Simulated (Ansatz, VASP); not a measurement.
# Re (linear Re chain, spacing 2.672 A) in two plane-wave programs

Wanted: the spread between two codes on one cell, functional and k mesh.

Calculated with Ansatz 0.2.0; plane waves, with VASP 6.6.1 beside it; single point at r2SCAN.

In doubt: warnings of the run leave room for a lower electronic state, so energies may not be the lowest and differences between runs may mislead.

## 1. The structure

The cell holds 2 atoms: 2 Re. Cell: a = 12.000 Å, b = 12.000 Å, c = 5.344 Å, α = 90.0°, β = 90.0°, γ = 90.0°. It derives from Re (linear Re chain, spacing 2.672 A), repeated 1×1×2. Model lattice. Vacuum lies along a and b. The structure's axis is c.

## 2. Ansatz: single point, r2SCAN

Ansatz runs on its default PAW (the set named soft_2) files.

With cell and atoms fixed, the geometry can't cause a difference; cores, projectors, grids and the points listed under the comparison can.

input.yaml reads:

```yaml
crystal:
  lattice:
    - [12.0, 0.0, 0.0]
    - [0.0, 12.0, 0.0]
    - [0.0, 0.0, 5.344]
  atoms:
    - { symbol: Re, position: [0.5, 0.5, 0.0], spin: 1.0 }
    - { symbol: Re, position: [0.5, 0.5, 0.5], spin: 1.0 }
hamiltonian:
  xc: r2scan
  pseudopotentials: { kind: paw }
magnetization:
  spin_polarized: true
kpoints:
  mp_grid: { grid: [1, 1, 8] }
scf:
  occupations: { method: gaussian, width: 0.05 }
  n_extra_bands: 7
output:
  forces: true
  eigenvalues: true
```

Command:

```bash
> ansatz run input.yaml --threads 2 --pin off --max-ram 4608MiB --backend cpu --events-out ev --progress --plain --runs-dir out
```

Numbers of over 12 decimals in the logs are rounded to 6 here.

The log of the run:

```text
scf.n_extra_bands = 7 over 15 filled bands (N_el = 30.0): the run solves 22 bands
Engine: ansatz 0.2.0, x86_64-unknown-linux-gnu
Pseudopotentials: kind: paw
Pseudopotential: Re, paw, valence charge 15, recommended cutoff 500 eV (meta_gga), Re.paw.azcp
Functional definition: r2SCAN
  parameter k0 = 0.174
  parameter k1 = 0.065
  parameter a1 = 4.9479
  exchange = r2scan_x(k0 = k0, k1 = k1, a1 = a1)
  correlation = r2scan_c
Crystal: 2 atoms, lattice volume = 769.536 Å³
Basis set: ecut = 500 eV, 19515 PW (Γ), exchange–correlation on 360×360×160 points (64 copies of the dense FFT grid, shifted against one another)
Bands: 22, of which v1, the nominal top of the filled ones, is band 15 counted from 1 (14 counted from 0)
Symmetry: 32 space group operations
Space group: P4/mmm (ITA 123), of the structure as read, at distance tolerance 9.2e-5 Å
Magnetic group: BNS 123.339 (UNI 999), of the structure as read, at distance tolerance 9.2e-5 Å
k-points: 5 of 8
Non-local potential: Re, projectors of the file, l = 0: 3, l = 1: 2, l = 2: 2, l = 3: 1
PAW form: soft (Blöchl's): semilocal exchange-correlation on the pseudo side does not see the compensation charge
PAW frozen core: Re, regenerated for the run's functional (the file was generated under x = pbe(κ = 0.804, μ = 0.219515), c = pbe(β = 0.066725))
PAW one-centre angular grid: Re, 590 points (default); XC on 160 Gauss nodes
Initial density: superposition of atomic densities (neutral atoms: chi_scale 0, normalization atom)
Starting moments: Σ|m| = 2 μB on 2 of 2 sites
Initial wavefunctions: pseudopotential atomic-orbital guess
Functional: x = r2scan, c = r2scan; τ floored in thin density (d = 2e-4 eV/Å³)
iter 1 solved again at ethr=2.97e-3 eV; its pass at ethr=3.10e-3 eV (dr2=8.92e-1 eV) is discarded
SCF iter   1: F=—  HF=-21747.322886 eV  |F-HF|=—  |Δ(HF+E_count)|=         —  Δρ=7.75e-3 (↑3.77e-3 ↓7.75e-3)  dr2=9.00e-1  dr2_τ=1.60e-2  dr2_m=1.23e-1  M=2.397 μB ∫|m|=2.397 μB  β_m=1.00  ethr=2.97e-3  ⟨swp⟩=2.6  Hψ=1494  notcnv=0
Mixer restart at iter 1: flushing history
preconditioner: auto → LDOS  [metal: Δε(μ)=0.029 eV  Ē_g=3.163 eV  σ=0.050 eV  W_gap=0.31  n_scr=54 (ndim 8)  ℏωp=5.0 eV  f_vac=0.815  D(μ)=12.53/eV (n_scr^D=78)]
spin=Collinear: LDOS preconditioning applied to the charge; magnetization (m = ρ↑ − ρ↓) channel mixes plain (no charge-response kernel on spin).
SCF iter   2: F=—  HF=-21747.364491 eV  |F-HF|=—  |Δ(HF+E_count)|=   4.16e-2  Δρ=5.98e-3 (↑4.11e-3 ↓5.98e-3)  dr2=3.57e-1  dr2_τ=1.82e-2  dr2_m=1.30e-1  M=3.201 μB ∫|m|=3.221 μB  β_m=0.71  ethr=2.97e-3  ⟨swp⟩=2.7  Hψ=389  notcnv=0  defer=2  κ⁻¹=1.0e0(r=1)
SCF iter   3: F=—  HF=-21748.102304 eV  |F-HF|=—  |Δ(HF+E_count)|=   7.38e-1  Δρ=5.46e-3 (↑5.46e-3 ↓5.08e-3)  dr2=1.19e-1  dr2_τ=8.34e-3  dr2_m=1.70e-1  M=4.491 μB ∫|m|=4.617 μB  β_m=1.00  ethr=1.19e-3  ⟨swp⟩=3.4  Hψ=494  notcnv=0  defer=10  κ⁻¹=9.4e-2(r=2)
SCF iter   4: F=—  HF=-21750.882259 eV  |F-HF|=—  |Δ(HF+E_count)|=         —  Δρ=8.23e-3 (↑8.23e-3 ↓8.09e-3)  dr2=1.65e-1  dr2_τ=7.03e-2  dr2_m=4.34e-1  M=6.750 μB ∫|m|=6.750 μB  β_m=1.00  ethr=3.96e-4  ⟨swp⟩=3.1  Hψ=482  notcnv=0  defer=12  κ⁻¹=9.4e-2(r=2)
SCF iter   5: F=—  HF=-21749.718337 eV  |F-HF|=—  |Δ(HF+E_count)|=    1.16e0  Δρ=4.08e-3 (↑3.66e-3 ↓4.08e-3)  dr2=1.00e-1  dr2_τ=6.71e-2  dr2_m=9.62e-2  M=6.750 μB ∫|m|=6.750 μB  β_m=1.00  ethr=1.67e-4  ⟨swp⟩=3.3  Hψ=568  notcnv=0  defer=12  κ⁻¹=9.4e-2(r=2)
SCF iter   6: F=—  HF=-21749.811457 eV  |F-HF|=—  |Δ(HF+E_count)|=   9.31e-2  Δρ=2.74e-3 (↑2.74e-3 ↓2.69e-3)  dr2=1.86e-2  dr2_τ=7.56e-3  dr2_m=4.92e-2  M=6.750 μB ∫|m|=6.750 μB  β_m=1.00  ethr=1.67e-4  ⟨swp⟩=3.8  Hψ=524  notcnv=0  defer=12  κ⁻¹=8.9e-2(r=3)
SCF iter   7: F=—  HF=-21749.824693 eV  |F-HF|=—  |Δ(HF+E_count)|=   1.32e-2  Δρ=7.89e-4 (↑5.49e-4 ↓7.89e-4)  dr2=3.51e-3  dr2_τ=5.75e-4  dr2_m=1.51e-3  M=6.751 μB ∫|m|=6.751 μB  β_m=1.00  ethr=6.19e-5  ⟨swp⟩=2.8  Hψ=523  notcnv=0  defer=17  κ⁻¹=6.8e-2(r=4)
SCF iter   8: F=—  HF=-21749.818008 eV  |F-HF|=—  |Δ(HF+E_count)|=   6.68e-3  Δρ=4.67e-4 (↑3.52e-4 ↓4.67e-4)  dr2=2.17e-3  dr2_τ=1.21e-4  dr2_m=1.80e-4  M=6.752 μB ∫|m|=6.752 μB  β_m=1.00  ethr=1.17e-5  ⟨swp⟩=2.0  Hψ=391  notcnv=0  defer=17  κ⁻¹=2.5e-3(r=5)
SCF iter   9: F=—  HF=-21749.811249 eV  |F-HF|=—  |Δ(HF+E_count)|=   6.76e-3  Δρ=2.16e-4 (↑2.16e-4 ↓2.10e-4)  dr2=7.73e-4  dr2_τ=2.78e-5  dr2_m=2.37e-5  M=6.754 μB ∫|m|=6.754 μB  β_m=1.00  ethr=7.24e-6  ⟨swp⟩=2.0  Hψ=395  notcnv=0  defer=17  κ⁻¹=3.9e-4(r=6)
SCF iter  10: F=—  HF=-21749.812058 eV  |F-HF|=—  |Δ(HF+E_count)|=   8.09e-4  Δρ=1.83e-4 (↑1.83e-4 ↓1.30e-4)  dr2=1.83e-4  dr2_τ=1.98e-5  dr2_m=1.47e-4  M=6.755 μB ∫|m|=6.755 μB  β_m=1.00  ethr=2.58e-6  ⟨swp⟩=2.1  Hψ=365  notcnv=0  defer=17  κ⁻¹=7.2e-5(r=7)
SCF iter  11: F=—  HF=-21749.812246 eV  |F-HF|=—  |Δ(HF+E_count)|=   1.87e-4  Δρ=5.95e-5 (↑5.95e-5 ↓4.89e-5)  dr2=7.94e-5  dr2_τ=1.17e-6  dr2_m=1.34e-5  M=6.755 μB ∫|m|=6.755 μB  β_m=1.00  ethr=6.11e-7  ⟨swp⟩=2.4  Hψ=321  notcnv=0  defer=17  κ⁻¹=4.1e-5(r=8)
SCF iter  12: F=—  HF=-21749.812102 eV  |F-HF|=—  |Δ(HF+E_count)|=   1.43e-4  Δρ=2.24e-5 (↑1.92e-5 ↓2.24e-5)  dr2=4.95e-6  dr2_τ=3.75e-7  dr2_m=1.61e-7  M=6.755 μB ∫|m|=6.755 μB  β_m=1.00  ethr=2.65e-7  ⟨swp⟩=2.5  Hψ=350  notcnv=0  defer=17  κ⁻¹=4.5e-6(r=8)
SCF iter  13: F=—  HF=-21749.811969 eV  |F-HF|=—  |Δ(HF+E_count)|=   1.33e-4  Δρ=1.22e-5 (↑1.22e-5 ↓1.14e-5)  dr2=1.29e-6  dr2_τ=1.01e-7  dr2_m=5.33e-8  M=6.755 μB ∫|m|=6.755 μB  β_m=1.00  ethr=1.65e-8  ⟨swp⟩=2.5  Hψ=338  notcnv=0  defer=17  κ⁻¹=4.0e-6(r=8)
SCF iter  14: F=—  HF=-21749.811921 eV  |F-HF|=—  |Δ(HF+E_count)|=   4.83e-5  Δρ=4.75e-6 (↑4.75e-6 ↓4.16e-6)  dr2=2.10e-7  dr2_τ=9.16e-9  dr2_m=2.91e-8  M=6.755 μB ∫|m|=6.755 μB  β_m=1.00  ethr=4.30e-9  ⟨swp⟩=2.2  Hψ=365  notcnv=0  defer=17  κ⁻¹=1.1e-6(r=8)
SCF iter  15: F=—  HF=-21749.811923 eV  |F-HF|=—  |Δ(HF+E_count)|=   1.76e-6  Δρ=2.41e-6 (↑2.41e-6 ↓2.29e-6)  dr2=6.58e-8  dr2_τ=2.10e-9  dr2_m=4.33e-10  M=6.754 μB ∫|m|=6.754 μB  β_m=1.00  ethr=7.00e-10  ⟨swp⟩=2.2  Hψ=348  notcnv=0  defer=17  κ⁻¹=5.8e-6(r=8)
SCF iter  16: F=—  HF=-21749.811922 eV  |F-HF|=—  |Δ(HF+E_count)|=   2.07e-7  Δρ=1.21e-6 (↑1.14e-6 ↓1.21e-6)  dr2=1.40e-8  dr2_τ=6.20e-10  dr2_m=1.10e-9  M=6.754 μB ∫|m|=6.754 μB  β_m=1.00  ethr=2.19e-10  ⟨swp⟩=2.5  Hψ=340  notcnv=0  defer=17  κ⁻¹=4.8e-6(r=8)
SCF iter  17: F=-21749.811922 eV  HF=-21749.811922 eV  |F-HF|=1.84e-8  |Δ(HF+E_count)|=   9.60e-8  Δρ=5.87e-7 (↑5.02e-7 ↓5.87e-7)  dr2=5.16e-9  dr2_τ=6.61e-11  dr2_m=2.57e-10  M=6.754 μB ∫|m|=6.754 μB  ethr=4.66e-11  ⟨swp⟩=7.5  Hψ=1034  notcnv=0
SCF 1 converged in 17 iterations: F = -21749.811922 eV  dr2 = 5.16e-9
  greatest PAW one-centre occupation: 1.000 electrons in one spin orbital (limit 2), on the Re atom at site 1 (counted from 0), in its partial waves of l = 0
WARN: an SCF from antiferromagnetic starting moments (-2.50, 2.50 Bohr magnetons, atom by atom) was not made, by what the run has read of turns of its moments that order reads lower: the deck asks for what bars it, or types moments that do (magnetization.spin_polarized, in the input reference, names some of the keys), or the run goes by scf.lower_state_search: light, the default, which as a rule tries one only behind [...]
this state was not tested for a lower state beside it, because the mixer in use, unlike msr1, does not test its closes by its own steps (another_mixer; see scf.mixing.algorithm and scf.lower_state_search)
SCF converged after 17 iterations
Magnetization: 6.7543 μB (18.3771 up, 11.6229 down)
Absolute magnetization: 6.7547 μB (∫|ρ↑−ρ↓|, with the PAW one-centre terms)
Spin contamination: 0.0109 ħ² per cell (⟨S²⟩ above its minimum at these occupations)
Per-site moments (μB) at R_I (Å): [(2.309966, 1.1022), (2.309966, 1.1022)]
Free energy (F): -21749.811922 eV
Harris-Foulkes:  -21749.811922 eV  (|F-HF|=1.84e-8)
Internal energy: -21749.804665 eV  (E = F + TS)
E sigma→0 (E₀):  -21749.808294 eV
Entropy (-TS):   -0.007258 eV (-3.629 meV/atom)
Fermi energy:    -3.129436 eV
--- Per-component energies (eV) ---
  E_band       = -963.498308
  E_kinetic    = 1065.111524
  E_local      = -8711.915736  (includes V_loc(G=0)·N_el)
  E_nonlocal   = 114.254290
  E_hartree    = 3743.445704
  E_xc         = -760.568088
  E_vxc        = -667.810107  (∫ρ·V_xc dr)
  E_paw        = -17382.563607  (= ΣΔE_a)
  E_vpaw       = -288.715410  (= ΣTr[D̂ρ^β])
  E_aug_tail   = -0.000073  (compensation charges beyond the density's cutoff)
  E_vtau       = 38.686497  (kinetic-family band-sum trace: ∫τ·v_τ [+ j·A + Jᵃ·Aᵃ] dr)
  E_ewald      = 183.373065
  E_core_change = -0.941741  (= ΣΔE_core)
  E_smearing   = -0.007258  (= −TS)
  E_closure    = 0.000000  (closes the sum)
  Σ components = -21749.811922   (vs F -21749.811922, Δ=0.00e0)
--- Forces (eV/Å), atoms counted from 1 ---
  atom   1  Re     0.00000000     0.00000000     0.00000000
  atom   2  Re    -0.00000000    -0.00000000     0.00000000
  max |Σ_I F_I| component: 1.26e-29 eV/Å
--- Band table (eV; the first three rows and the last of 10) ---
  k-point 0 ↑: bands = [... 11 lower, -5.9898, -5.5340, -5.5340, -4.6349, -4.6349, -4.4417, -1.7706, -1.7706, ... 3 higher]
  k-point 1 ↑: bands = [... 11 lower, -5.8951, -5.5030, -5.5030, -4.6729, -4.6729, -4.5419, -2.3879, -2.3879, ... 3 higher]
  k-point 2 ↑: bands = [... 11 lower, -5.6160, -5.4136, -5.4136, -4.8136, -4.7793, -4.7792, -3.1298, -3.1298, ... 3 higher]
  k-point 4 ↓: bands = [... 11 lower, -3.3986, -3.3986, -3.3986, -1.5579, -1.5579, -1.4013, -1.4013, -1.4012, ... 3 higher]
```

It took 27 s on 2 threads of AMD EPYC 7B13 (Zen 3), shared host; peak memory 2.3 GiB; 51 s of CPU time.

## 3. VASP: single point, r2SCAN

The same cell, functional, mesh and smearing now go to VASP, with its own data sets and cutoff.

Lines of VASP's logs that name or quote its potential files are left out, and so is its time.

INCAR reads:

```
SYSTEM = Re
PREC = Normal
ENCUT = 350
EDIFF = 1E-06
NELM = 150
ISMEAR = 0
SIGMA = 0.05
LREAL = .FALSE.
ALGO = Normal
METAGGA = R2SCAN
LASPH = .TRUE.
NBANDS = 16
ISPIN = 2
MAGMOM = 1 1
LMAXMIX = 4
LORBIT = 11
LWAVE = .FALSE.
LCHARG = .TRUE.
NCORE = 2
AMIX = 0.2
BMIX = 1E-04
AMIX_MAG = 0.8
BMIX_MAG = 1E-04
```

POSCAR reads:

```
Re
1.0
   12.0000000000      0.0000000000      0.0000000000
    0.0000000000     12.0000000000      0.0000000000
    0.0000000000      0.0000000000      5.3440000000
Re
2
Direct
    0.5000000000      0.5000000000      0.0000000000
    0.5000000000      0.5000000000      0.5000000000
```

KPOINTS reads:

```
Automatic mesh
0
Gamma
1 1 8
0 0 0
```

The projector-augmented-wave data sets are Re (PBE family, release 64).

Command:

```bash
> mpirun -np 2 vasp_std
```

The log of the run:

```text
[banner, memory and clock lines left out]
running    2 mpi-ranks, on    1 nodes
 distrk:  each k-point on    2 cores,    1 groups
 distr:  one band on    2 cores,    1 groups

 POSCAR found type information on POSCAR Re
 POSCAR found :  1 types and       2 ions
|                                                                             |
|               ----> ADVICE to this user running VASP <----                  |
|                                                                             |
|     You enforced a specific xc type in the INCAR file but a different       |
|     [... a line on the potential file left out ...]
|     I HOPE YOU KNOW WHAT YOU ARE DOING!                                     |
|                                                                             |

 LDA part: xc-table for (None), standard interpolation
 POSCAR, INCAR and KPOINTS ok, starting setup
 FFT: planning ... GRIDC
 FFT: planning ... GRID_SOFT
 FFT: planning ... GRID
 WAVECAR not read
 entering main loop
       N       E                     dE             d eps       ncg     rms          rms(c)
DAV:   1    -0.254881437905E+02   -0.25488E+02   -0.22851E+03   480   0.401E+02
DAV:   2    -0.745987932215E+02   -0.49111E+02   -0.42829E+02   640   0.160E+02
DAV:   3    -0.927529701961E+02   -0.18154E+02   -0.15499E+02   600   0.474E+01
DAV:   4    -0.938425313140E+02   -0.10896E+01   -0.96415E+00   568   0.217E+01
DAV:   5    -0.938870890752E+02   -0.44558E-01   -0.43054E-01   576   0.549E+00    0.990E+00
DAV:   6    -0.908421215909E+02    0.30450E+01   -0.18426E+00   576   0.125E+01    0.774E+00
DAV:   7    -0.920704693231E+02   -0.12283E+01   -0.37028E-01   536   0.595E+00    0.574E+00
DAV:   8    -0.929528571810E+02   -0.88239E+00   -0.83386E-01   472   0.938E+00    0.332E+00
DAV:   9    -0.929972073968E+02   -0.44350E-01   -0.80005E-02   456   0.316E+00    0.286E+00
DAV:  10    -0.930572998253E+02   -0.60092E-01   -0.12541E-01   480   0.198E+00    0.141E+00
DAV:  11    -0.930981407393E+02   -0.40841E-01   -0.21208E-02   464   0.108E+00    0.777E-01
DAV:  12    -0.931079112253E+02   -0.97705E-02   -0.18207E-02   488   0.106E+00    0.456E-01
DAV:  13    -0.931072955122E+02    0.61571E-03   -0.11064E-02   512   0.715E-01    0.217E-01
DAV:  14    -0.931082123229E+02   -0.91681E-03   -0.14572E-03   408   0.436E-01    0.123E-01
[...]
DAV:  32    -0.931081432647E+02   -0.40162E-05   -0.28728E-06   328   0.204E-02    0.642E-04
DAV:  33    -0.931081569881E+02   -0.13723E-04   -0.23632E-06   336   0.194E-02    0.650E-04
DAV:  34    -0.931081447679E+02    0.12220E-04   -0.20700E-06   312   0.189E-02    0.622E-04
DAV:  35    -0.931081481353E+02   -0.33674E-05   -0.12879E-06   312   0.165E-02    0.795E-04
DAV:  36    -0.931081408076E+02    0.73277E-05   -0.15512E-06   312   0.175E-02    0.330E-04
DAV:  37    -0.931081460984E+02   -0.52908E-05   -0.29574E-06   312   0.222E-02    0.117E-03
DAV:  38    -0.931081500430E+02   -0.39446E-05   -0.29583E-06   312   0.234E-02    0.508E-04
DAV:  39    -0.931081498244E+02    0.21861E-06   -0.32393E-06   352   0.230E-02
   1 F= -.93108150E+02 E0= -.93107759E+02  d E =-.781908E-03  mag=     7.2416
```

(Continued in part 2 of 2.)

[Lines on the potential files, build, host, timing and source positions are cut from VASP's logs without a mark.]

[Logs are printed without paths, hosts, clocks, repeated set-up lines and the standing remarks that a program may print on its own settings, such as how far it seeks lower states.]

[Hosts, paths, dates, database ids (printed as entryN), source tags and the programs' standing remarks are cut or masked in the printed files.]
